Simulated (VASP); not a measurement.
Take GaSb (zinc blende), with a static lattice, in VASP with PAW potentials, and its lattice constant a.

Question: One run gives 6.114 Å. Which level is it?
A) PBE-D4
B) rev-vdW-DF2
C) RPBE
D) optB88-vdW

Answer: A, PBE-D4.  The others give 6.287 (RPBE), 6.175 (rev-vdW-DF2), 6.204 (optB88-vdW).

Only levels that ran to the end are used. Left out are those held back, those with too coarse a band path, GW runs whose mesh misses a band edge, hybrids' fits of cells that aren't cubic and levels without matching references; a question may draw on a part of the rest.

The compound is GaSb in the zinc blende structure.
